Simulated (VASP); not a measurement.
Crystal: ZnH.

```
Zn H
1.0
     0.00000    2.21594    2.21594
     2.21594    0.00000    2.21594
     2.21594    2.21594    0.00000
Zn H
1 1
Direct
  0.00000 0.00000 0.00000
  0.25000 0.25000 0.25000
```

The cell was built by a generator and needn't be a form met in nature.

Base run:

```yaml
Program: VASP 6.6.1
Functional: PBEsol
Potentials_or_basis: VASP PAW PBE potentials, release 64 (Zn, H)
Cutoff: 520 eV
k_mesh: 10 × 10 × 10
Occupations: fermi-dirac, width 0.05 eV
Spin: no spin polarisation
```

Its results: pressure -3.1 GPa.

The run is repeated on the same cell with these changes: functional from PBEsol to revPBE. What comes out?

Pressure 1.8 GPa.

revPBE binds less tightly than PBEsol, so the same cell stands under more pressure.

Caveats: the PAW data sets were made with another functional, which shifts forces and pressure a little.

Not every run made on this cell is shown here.
